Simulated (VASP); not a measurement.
VASP input:

### KPOINTS
```
Automatic mesh
0
Gamma
8 8 8
0 0 0
```

POSCAR:
```
Li
1
    0.0000000000     2.9566540000     2.9566540000
    2.9566540000     0.0000000000     2.9566540000
    2.9566540000     2.9566540000     0.0000000000
Li
2
Direct
  0.7500000000   0.7500000000   0.7500000000
  0.5000000000   0.5000000000   0.5000000000
```

**INCAR**
```
SYSTEM = Li
PREC = Accurate
ENCUT = 520
EDIFF = 1E-6
NELM = 100
ALGO = Normal
LREAL = .FALSE.
LASPH = .TRUE.
ISMEAR = 1
SIGMA = 0.1
GGA = PE
LWAVE = .FALSE.
LCHARG = .FALSE.
ISIF = 2
IBRION = 0
NSW = 3
TEBEG = 300
```

POTCAR, in this order: Li_sv (PBE.64 set). Program: vasp_std.

The resulting files:

### standard output
```
 POSCAR found type information on POSCAR Li
 POSCAR found :  1 types and       2 ions
 Reading from existing POTCAR

 -----------------------------------------------------------------------------
|                                                                             |
|     EEEEEEE  RRRRRR   RRRRRR   OOOOOOO  RRRRRR      ###     ###     ###     |
|     E        R     R  R     R  O     O  R     R     ###     ###     ###     |
|     E        R     R  R     R  O     O  R     R     ###     ###     ###     |
|     EEEEE    RRRRRR   RRRRRR   O     O  RRRRRR       #       #       #      |
|     E        R   R    R   R    O     O  R   R                               |
|     E        R    R   R    R   O     O  R    R      ###     ###     ###     |
|     EEEEEEE  R     R  R     R  OOOOOOO  R     R     ###     ###     ###     |
|                                                                             |
|     Fatal error! IBRION=0, but no entry for POTIM on file INCAR. MUST       |
|     be specified!                                                           |
|                                                                             |
|       ---->  I REFUSE TO CONTINUE WITH THIS SICK JOB ... BYE!!! <----       |
|                                                                             |
 -----------------------------------------------------------------------------
```

Read input and log: which fault does this run have?
(A) LDA potentials were taken and GGA is not set, so the run is LDA and not PBE
(B) a line-mode KPOINTS file was used for a self-consistent run
(C) molecular dynamics (IBRION = 0) was asked for without POTIM
(D) simple mixing (IMIX = 1) with AMIX above 1 overshoots

C, molecular dynamics (IBRION = 0) was asked for without POTIM. VASP stops with an error: Fatal error! IBRION=0, but no entry for POTIM on file INCAR. MUST be specified! ----> I REFUSE TO CONTINUE WITH THIS SICK JOB ... BYE!!! <----

To mend it, set POTIM to the time step in fs (1 to 2 fs suits most solids). The plain static run on this cell (PBE GGA, plane waves, VASP's PBE PAW potentials (set 64)) converges, and its OSZICAR ends with
```
   1 F= -.27818974E+01 E0= -.27812765E+01  d E =-.186275E-02
```

The structure was generated: Li was put into the diamond type (Fd-3m), which need not be its known phase. The cell was not relaxed at this level.
